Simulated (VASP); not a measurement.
```xyz
2
Lattice="1.7915 -3.1029 0.0000 1.7915 3.1029 0.0000 0.0000 0.0000 5.5348" Properties=species:S:1:pos:R:3 pbc="T T T"
Er     1.7915     1.0343     1.3837
Er     1.7915    -1.0343     4.1511
```

Computed with PBE GGA with spin-orbit coupling, VASP's PBE PAW potentials (set 64) (plane waves; VASP). Run with 400 eV cut-off, 11×11×6 Γ-centred mesh, Gaussian smearing of 0.050 eV, potentials Er_3.

The 4f electrons are frozen in the core of the lanthanide potential, so 4f levels, which can set the real gap, and their magnetism are missing.

Give the energies of bands 13 to 25 at the high-symmetry points, in eV from the Fermi level.

```tsv
band	Γ	M	K	A	L	H
13	-5.48	-2.10	-0.95	-3.83	-1.98	-0.62
14	-5.48	-2.10	-0.95	-3.83	-1.98	-0.62
15	-2.23	-1.38	-0.82	-3.83	-1.98	-0.58
16	-2.23	-1.38	-0.82	-3.83	-1.98	-0.58
17	1.11	-0.89	-0.76	1.11	0.10	-0.51
18	1.11	-0.89	-0.76	1.11	0.10	-0.51
19	1.78	-0.16	-0.51	1.11	0.10	-0.36
20	1.78	-0.16	-0.51	1.11	0.10	-0.36
21	2.04	1.52	1.18	1.71	1.49	0.40
22	2.04	1.52	1.18	1.71	1.49	0.40
23	2.37	1.63	1.26	1.73	1.66	0.56
24	2.37	1.63	1.26	1.90	2.25	0.56
25	2.48	2.39	2.66	1.90	3.11	3.02
```

It has no gap at this level: it comes out as a metal or semimetal.

The compound is Er in the hcp structure. It was relaxed first.
